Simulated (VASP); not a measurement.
# W(100) over its thickness, part 7 of 7

How many layers does a slab of W(100) need before surface energy, work function and relaxation settle?

VASP 6.6.1; PBE; plane waves and PAW (W).

So far. Step 20 (Surface relaxation, layers 12): The run ended after 17 ionic steps, 0.381 eV below its first step, once the forces on the free atoms met EDIFFG = -0.01. Step 21 (The vacuum level, layers 12): The vacuum level lies 4.12 eV above the Fermi level at the upper face; both faces agree, as the slab has next to no dipole.

## 22. Surface relaxation, layers 14

System of this step: W(100). The cell holds 14 atoms: 14 W. Its edges and angles: a = 3.172 Å, b = 3.172 Å, c = 35.618 Å, α = 90.0°, β = 90.0°, γ = 90.0°. It derives from W. 14 layers of bcc W, cut at this functional's lattice. Vacuum lies along c.

INCAR

```
SYSTEM = W
PREC = Normal
ENCUT = 320
EDIFF = 1E-06
NELM = 120
ISMEAR = 1
SIGMA = 0.15
LREAL = Auto
ALGO = Fast
GGA = PE
NBANDS = 56
LASPH = .TRUE.
LORBIT = 11
LWAVE = .FALSE.
LCHARG = .FALSE.
KPAR = 4
IBRION = 2
NSW = 50
ISIF = 2
EDIFFG = -0.01
POTIM = 0.4
MAXMIX = 40
```

POSCAR

```
W
1.0
    3.1720616382      0.0000000000      0.0000000000
    0.0000000000      3.1720616382      0.0000000000
    0.0000000000      0.0000000000     35.6184006483
W
14
Direct
    0.5000000000      0.5000000000      0.2105653200
    0.0000000000      0.0000000000      0.2550937300
    0.5000000000      0.5000000000      0.2996221500
    0.0000000000      0.0000000000      0.3441505600
    0.5000000000      0.5000000000      0.3886789700
    0.0000000000      0.0000000000      0.4332073800
    0.5000000000      0.5000000000      0.4777357900
    0.0000000000      0.0000000000      0.5222642100
    0.5000000000      0.5000000000      0.5667926200
    0.0000000000      0.0000000000      0.6113210300
    0.5000000000      0.5000000000      0.6558494400
    0.0000000000      0.0000000000      0.7003778500
    0.5000000000      0.5000000000      0.7449062700
    0.0000000000      0.0000000000      0.7894346800
```

KPOINTS

```
Automatic mesh
0
Gamma
10 10 1
0 0 0
```

The projector-augmented-wave data sets are W (PBE family, release 64).

Run with:

```
mpirun -np 4 vasp_std
```

Log:

```text
[banner, memory and clock lines left out]
running    4 mpi-ranks, on    1 nodes
[...]
LDA part: xc-table for (Slater+PW92), standard interpolation
 POSCAR, INCAR and KPOINTS ok, starting setup
[...]
entering main loop
       N       E                     dE             d eps       ncg     rms          rms(c)
DAV:   1     0.254201808316E+03    0.25420E+03   -0.26494E+04  2376   0.864E+02
DAV:   2    -0.148526696424E+03   -0.40273E+03   -0.37541E+03  3024   0.241E+02
DAV:   3    -0.186124635264E+03   -0.37598E+02   -0.36026E+02  3152   0.640E+01
DAV:   4    -0.188738865779E+03   -0.26142E+01   -0.25449E+01  3848   0.151E+01
[...]
RMM:  32    -0.176798022325E+03   -0.23512E-05   -0.59683E-05  3082   0.145E-02    0.677E-03
RMM:  33    -0.176798042294E+03   -0.19969E-04   -0.25714E-05  2829   0.100E-02    0.105E-02
RMM:  34    -0.176798042042E+03    0.25215E-06   -0.21173E-06  1766   0.548E-03
   1 F= -.17679804E+03 E0= -.17679943E+03  d E =-.176798E+03
[...]
5 F= -.17715919E+03 E0= -.17715853E+03  d E =-.241722E-01
   6 F= -.17716345E+03 E0= -.17716320E+03  d E =-.284270E-01
   7 F= -.17717155E+03 E0= -.17717153E+03  d E =-.810734E-02
   8 F= -.17717249E+03 E0= -.17717255E+03  d E =-.904179E-02
   9 F= -.17717464E+03 E0= -.17717467E+03  d E =-.214863E-02
  10 F= -.17717480E+03 E0= -.17717482E+03  d E =-.230619E-02
  11 F= -.17717588E+03 E0= -.17717583E+03  d E =-.108351E-02
  12 F= -.17717702E+03 E0= -.17717687E+03  d E =-.222919E-02
  13 F= -.17717785E+03 E0= -.17717749E+03  d E =-.305041E-02
  14 F= -.17717821E+03 E0= -.17717789E+03  d E =-.364659E-03
  15 F= -.17717919E+03 E0= -.17717898E+03  d E =-.134320E-02
  16 F= -.17718061E+03 E0= -.17718061E+03  d E =-.276319E-02
  17 F= -.17718129E+03 E0= -.17718171E+03  d E =-.344765E-02
  18 F= -.17718140E+03 E0= -.17718169E+03  d E =-.355324E-02
  19 F= -.17718167E+03 E0= -.17718206E+03  d E =-.271867E-03
  20 F= -.17718180E+03 E0= -.17718230E+03  d E =-.396419E-03
  21 F= -.17718180E+03 E0= -.17718230E+03  d E =-.401568E-03
  22 F= -.17718182E+03 E0= -.17718233E+03  d E =-.175518E-04
 trial-energy change:   -0.000018  1 .order   -0.000017   -0.000021   -0.000013
 step:   1.5584(harm=  1.5584)  dis= 0.00071  next Energy=  -177.181826 (dE=-0.261E-04)
 reached required accuracy - stopping structural energy minimisation
```

It took 4.2 min on 4 MPI ranks of Intel Xeon 6975P-C (Granite Rapids), shared host; peak memory 1.1 GiB; 17 min of CPU time.

From OUTCAR (step 22):

```text
  Total       -3.4373556     -3.4373556     -1.1688299      0.0000000      0.0000000      0.0000000
  in kB      -15.3665862    -15.3665862     -5.2252159      0.0000000      0.0000000      0.0000000
  external PRESSURE =     -11.9861294 kB  Pullay stress =       0.0000000 kB

 POSITION                                       TOTAL-FORCE (eV/Angst)
 -----------------------------------------------------------------------------------
      1.58603      1.58603      7.68287         0.000000      0.000000      0.006006
      3.17206      0.00000      9.06870         0.000000      0.000000      0.005114
      1.58603      1.58603     10.70018         0.000000      0.000000     -0.001372
      0.00000      0.00000     12.26615         0.000000      0.000000     -0.008151
      1.58603      1.58603     13.84884         0.000000      0.000000     -0.006598
      0.00000      0.00000     15.43258         0.000000     -0.000000      0.000024
      1.58603      1.58603     17.00986         0.000000      0.000000      0.001130
      0.00000      0.00000     18.60854        -0.000000      0.000000     -0.001130
      1.58603      1.58603     20.18582         0.000000      0.000000     -0.000024
      0.00000      0.00000     21.76956        -0.000000     -0.000000      0.006598
      1.58603      1.58603     23.35225         0.000000      0.000000      0.008151
      0.00000      0.00000     24.91822         0.000000      0.000000      0.001372
      1.58603      1.58603     26.54970        -0.000000      0.000000     -0.005114
      0.00000      0.00000     27.93553         0.000000     -0.000000     -0.006006
 -----------------------------------------------------------------------------------
    total drift:                                0.000000      0.000000      0.000000

  FREE ENERGIE OF THE ION-ELECTRON SYSTEM (eV)
  ---------------------------------------------------
  free  energy   TOTEN  =      -177.1818177887 eV

  energy  without entropy=     -177.1833495590  energy(sigma->0) =     -177.18232838

[... 1 part as in an earlier step ...]

[... 3 further parts left out ...]
[key lines of the parts left out:]
E-fermi :   3.2611
```

The run ended after 22 ionic steps, 0.384 eV below its first step, once the forces on the free atoms met EDIFFG = -0.01.

## 23. The vacuum level, layers 14

INCAR, as its differences from that of step 22:

```diff
@@ -16,7 +16,6 @@
 KPAR = 4
-IBRION = 2
-NSW = 50
-ISIF = 2
-EDIFFG = -0.01
-POTIM = 0.4
-MAXMIX = 40
+IDIPOL = 3
+LDIPOL = .TRUE.
+DIPOL = 0.5 0.5 0.5
+LVHAR = .TRUE.
+LVACPOTAV = .TRUE.
```

POSCAR

```
W
1.0
    3.1720616382      0.0000000000      0.0000000000
    0.0000000000      3.1720616382      0.0000000000
    0.0000000000      0.0000000000     35.6184006483
W
14
Direct
    0.5000000000      0.5000000000      0.2156994862
    0.0000000000      0.0000000000      0.2546071626
    0.5000000000      0.5000000000      0.3004116755
    0.0000000000      0.0000000000      0.3443768182
    0.5000000000      0.5000000000      0.3888114333
    0.0000000000      0.0000000000      0.4332754136
    0.5000000000      0.5000000000      0.4775582396
    0.0000000000      0.0000000000      0.5224417604
    0.5000000000      0.5000000000      0.5667245864
    0.0000000000      0.0000000000      0.6111885667
    0.5000000000      0.5000000000      0.6556231818
    0.0000000000      0.0000000000      0.6995883245
    0.5000000000      0.5000000000      0.7453928374
    0.0000000000      0.0000000000      0.7843005138
```

KPOINTS is that of step 22.

Run with:

```
mpirun -np 4 vasp_std
```

Log:

```text
[... set-up lines as in an earlier step ...]
 entering main loop
       N       E                     dE             d eps       ncg     rms          rms(c)
DAV:   1     0.261026485096E+03    0.26103E+03   -0.26575E+04  2376   0.865E+02
DAV:   2    -0.147831046432E+03   -0.40886E+03   -0.38178E+03  3000   0.243E+02
DAV:   3    -0.185597437044E+03   -0.37766E+02   -0.36050E+02  3216   0.643E+01
DAV:   4    -0.188229536892E+03   -0.26321E+01   -0.25671E+01  3808   0.152E+01
[...]
RMM:  36    -0.177181815288E+03   -0.17889E-05   -0.32778E-07  1567   0.173E-03    0.161E-03
RMM:  37    -0.177181816956E+03   -0.16682E-05   -0.25311E-07  1499   0.153E-03    0.811E-04
RMM:  38    -0.177181817354E+03   -0.39764E-06   -0.78250E-08  1018   0.103E-03
 [... a notice as in an earlier step ...]

   1 F= -.17718182E+03 E0= -.17718233E+03  d E =0.153038E-02
```

Run time: 48 s. Hardware: 4 MPI ranks; peak memory 1 GiB; 3.1 min of CPU time.

From OUTCAR (step 23):

```text
  Total       -3.4351797     -3.4351797     -1.1654692      0.0000000      0.0000000     -0.0000000
  in kB      -15.3568591    -15.3568591     -5.2101920      0.0000000      0.0000000     -0.0000000
  external PRESSURE =     -11.9746367 kB  Pullay stress =       0.0000000 kB

 POSITION                                       TOTAL-FORCE (eV/Angst)
 -----------------------------------------------------------------------------------
      1.58603      1.58603      7.68287         0.000000      0.000000      0.006020
      0.00000      0.00000      9.06870         0.000000     -0.000000      0.005753
      1.58603      1.58603     10.70018         0.000000      0.000000     -0.001254
      0.00000      0.00000     12.26615         0.000000     -0.000000     -0.008035
      1.58603      1.58603     13.84884         0.000000     -0.000000     -0.006441
      0.00000      0.00000     15.43258         0.000000     -0.000000      0.000060
      1.58603      1.58603     17.00986         0.000000     -0.000000      0.001797
      0.00000      0.00000     18.60854        -0.000000     -0.000000     -0.001797
      1.58603      1.58603     20.18582         0.000000      0.000000     -0.000060
      0.00000      0.00000     21.76956         0.000000     -0.000000      0.006441
      1.58603      1.58603     23.35225         0.000000     -0.000000      0.008035
      0.00000      0.00000     24.91822         0.000000     -0.000000      0.001254
      1.58603      1.58603     26.54970         0.000000     -0.000000     -0.005753
      0.00000      0.00000     27.93553         0.000000      0.000000     -0.006020
 -----------------------------------------------------------------------------------
    total drift:                                0.000000      0.000000      0.000000

  FREE ENERGIE OF THE ION-ELECTRON SYSTEM (eV)
  ---------------------------------------------------
  free  energy   TOTEN  =      -177.1818173541 eV

  energy  without entropy=     -177.1833477300  energy(sigma->0) =     -177.18232748

[... 2 parts as in an earlier step ...]

[... 1 further part left out ...]
[key lines of the parts left out:]
E-fermi :   3.2610
```

The planar average of the electrostatic potential oscillates, so the rows of the table below give means over windows of 1.56 Å about each position, cut where the curve ends. Its maxima inside the range that stand out by 2 % of the span (Å: eV): 9.9: -6.70, 11.5: -7.19, 13.0: -7.11, 14.7: -7.17, 16.3: -7.22, 17.8: -7.02, 19.4: -7.22, 20.9: -7.17, 22.6: -7.11, 24.2: -7.19, 25.7: -6.70. Its minima: 8.9: -8.70, 10.7: -8.31, 12.2: -8.37, 13.8: -8.46, 15.5: -8.47, 17.0: -8.48, 18.6: -8.48, 20.1: -8.47, 21.8: -8.46, 23.4: -8.37, 24.9: -8.31, 26.7: -8.70.

Zero at the Fermi level. Planar average of the electrostatic potential against height; means over each step:

height (Å), planar average of the electrostatic potential (eV) and a bar from the least value:
```
     0.78       4.16 ##############################
     2.34       4.16 ##############################
     3.90       4.14 ##############################
     5.46       3.68 #############################
     7.02      -3.24 ############
     8.58      -8.53 
    10.14      -7.44 ###
    11.70      -7.74 ##
    13.26      -7.73 ##
    14.82      -7.77 ##
    16.38      -7.80 ##
    17.94      -7.68 ##
    19.50      -7.79 ##
    21.06      -7.76 ##
    22.62      -7.71 ##
    24.18      -7.73 ##
    25.74      -7.44 ###
    27.30      -8.47 
    28.86      -1.44 #################
    30.42       3.89 #############################
    31.98       4.15 ##############################
    33.54       4.16 ##############################
    35.10       4.16 ##############################
```

The vacuum level lies 4.16 eV above the Fermi level at the upper face; both faces agree, as the slab has next to no dipole.

The program found no field-free point at its default tolerance, but its printed level agrees with the flat part of the planar average.

## 24. All thicknesses together

This step: a metal face over its thickness, PBE; plane waves and PAW (VASP 6.6.1).

This step runs nothing: it gathers the runs above.

Numbers from this step:

```
slope energy per layer      : -13.02 eV
surface energy from the fit : 4.052 J/m²
```

Symmetric slabs, all atoms free; energies from the ends of the relaxations. Thickness series, by row:

| layers | slab energy plus 12.5 eV a layer (eV) | surface energy from the bulk run (J/m²) | work function (eV) | change of the top spacing (%) |
| --- | --- | --- | --- | --- |
| 4 | 2.91 | 3.949 | 4.137 | -16.59 |
| 5 | 2.539 | 4.062 | 4.135 | -11.28 |
| 6 | 1.948 | 3.999 | 4.209 | -12.36 |
| 7 | 1.446 | 4.007 | 4.135 | -11.96 |
| 8 | 0.9379 | 4.011 | 4.117 | -12.31 |
| 9 | 0.404 | 3.994 | 4.168 | -12.24 |
| 10 | -0.114 | 3.99 | 4.164 | -12.15 |
| 11 | -0.635 | 3.983 | 4.131 | -12.33 |
| 12 | -1.148 | 3.983 | 4.125 | -12.53 |
| 14 | -2.182 | 3.975 | 4.157 | -12.62 |

The third column takes -13.0125 eV an atom from the bulk run, over twice the area of 10.062 Å². The fit needs no bulk run: the intercept of energy against layers is twice the area times the surface energy.

## 25. Results

| Property | Result |
| --- | --- |
| surface energy from the fit | 4.05 J/m² |
| slope energy per layer | -13.0 eV |

In words: A straight line through the slab energies from 7 to 12 layers gives a surface energy of 4.05 J/m² for W(100); with one or two rows fewer at either end it runs from 4.03 to 4.06. Its slope differs from the bulk run's energy by -7.6 meV a layer, and the value counted from the bulk run goes from 3.95 J/m² at 4 layers to 3.98 at 12. Over the series the work function lies between 4.12 and 4.21 eV, and the top spacing changes by -16.6 to -11.3 %. Slabs of more than 12 layers ran with LREAL = Auto and the others without, so they are kept out of the line. The top spacing is counted from the bulk run's spacing, and the inner spacings of a slab can differ from that too. Swings with thickness mix quantum size effects with the sampling of the mesh and the force threshold.

[Lines on the potential files, build, host, timing and source positions are cut from VASP's logs without a mark.]

[Logs are printed without paths, hosts, clocks, repeated set-up lines and the standing remarks that a program may print on its own settings, such as how far it seeks lower states.]

[Hosts, paths, dates, database ids (printed as entryN), source tags and the programs' standing remarks are cut or masked in the printed files.]

[Runs that stopped without an error message from VASP are left out.]
